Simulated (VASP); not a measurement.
```xyz
2
Lattice="0.0000 2.9437 2.9437 2.9437 0.0000 2.9437 2.9437 2.9437 0.0000" Properties=species:S:1:pos:R:3 pbc="T T T"
Cd     0.0000     0.0000     0.0000
S      1.4719     1.4719     1.4719
```

The numbers are results of r2SCAN meta-GGA, VASP's PBE PAW potentials (set 64) (plane waves; VASP), not measurements. Run with 520 eV cut-off, 7×7×7 Γ-centred mesh, Gaussian smearing of 0.050 eV, potentials Cd S.

**Question.** What does the run give for the energy per atom (σ→0), band gap (on the k-mesh) with the smallest direct gap where there is one?

**Answer.** 
- band gap (on the k-mesh): 1.53 eV
- smallest direct gap (on the k-mesh): 1.53 eV
- energy per atom (σ→0): -14.843 eV/atom

Total energies compare only between runs with the same potentials, cut-off and functional.

The compound is CdS in the zinc blende structure, a metastable form; wurtzite is the usual one. It was relaxed first. The start is the result of an earlier pass.
